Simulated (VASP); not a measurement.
The input files of a VASP run:

File POSCAR:
```
ErBi2ClO4
17.7540
  0.2163625099   0.0000000000   0.0000000000
  0.0000000000   0.2163625099   0.0000000000
  0.0000000000   0.0000000000   0.5000000000
Er O Bi Cl
1 4 2 1
direct
  0.0000000000   0.0000000000   0.0000000000
  0.5000000000   0.0000000000   0.8480000000
  0.0000000000   0.5000000000   0.8480000000
  0.5000000000   0.0000000000   0.1520000000
  0.0000000000   0.5000000000   0.1520000000
  0.5000000000   0.5000000000   0.7196000000
  0.5000000000   0.5000000000   0.2804000000
  0.0000000000   0.0000000000   0.5000000000
```

INCAR:
```
SYSTEM = ErBi2ClO4
PREC = Accurate
ENCUT = 400
EDIFF = 1E-6
NELM = 100
ALGO = Normal
LREAL = .FALSE.
LASPH = .TRUE.
ISMEAR = 0
SIGMA = 0.136
GGA = PS
LMAXMIX = 6
LWAVE = .FALSE.
LCHARG = .FALSE.
ISIF = 2
ISPIN = 2
MAGMOM = 3.0 0.0 0.0 0.0 0.0 0.0 0.0 0.0
LORBIT = 11
```

KPOINTS:
```
Automatic mesh
0
Gamma
3 3 2
0 0 0
```

POTCAR, in this order: Er O Bi_d Cl (PBE.64 set). Program: vasp_std.

Task: Translate this PBEsol calculation to Ansatz.

Result: One equivalent input (not run):
Ansatz 0.2 input:
```yaml
crystal:
  lattice:
    - [3.8413000, 0.0000000, 0.0000000]
    - [0.0000000, 3.8413000, 0.0000000]
    - [0.0000000, 0.0000000, 8.8770000]
  atoms:
    - { symbol: Er, position: [0.0000000, 0.0000000, 0.0000000], spin: 3 }
    - { symbol: O, position: [0.5000000, 0.0000000, 0.8480000] }
    - { symbol: O, position: [0.0000000, 0.5000000, 0.8480000] }
    - { symbol: O, position: [0.5000000, 0.0000000, 0.1520000] }
    - { symbol: O, position: [0.0000000, 0.5000000, 0.1520000] }
    - { symbol: Bi, position: [0.5000000, 0.5000000, 0.7196000] }
    - { symbol: Bi, position: [0.5000000, 0.5000000, 0.2804000] }
    - { symbol: Cl, position: [0.0000000, 0.0000000, 0.5000000] }
kpoints:
  mp_grid: { grid: [3, 3, 2] }
hamiltonian:
  xc: pbesol
  pseudopotentials: { kind: paw }
magnetization: { spin_polarized: true }
scf:
  occupations: { method: gaussian, width: 0.136 }
  max_iter: 100
output: { forces: true, stress: true, eigenvalues: true }
```
What does not carry over: each code has its own PAW files, so the cut-off isn't converted (ENCUT is set for VASP's; basis.ecutwfc is left out, and Ansatz then takes the one that its files recommend); Ansatz stops its SCF on the density residual and VASP on the energy change (EDIFF).

The structure comes from a measured ErBi2ClO4 entry of the Crystallography Open Database, whose conditions weren't checked. The cell was not relaxed at this level. The k-mesh is coarse (spacing up to 0.55 per Å, 2π included), so the numbers may not be converged in it.
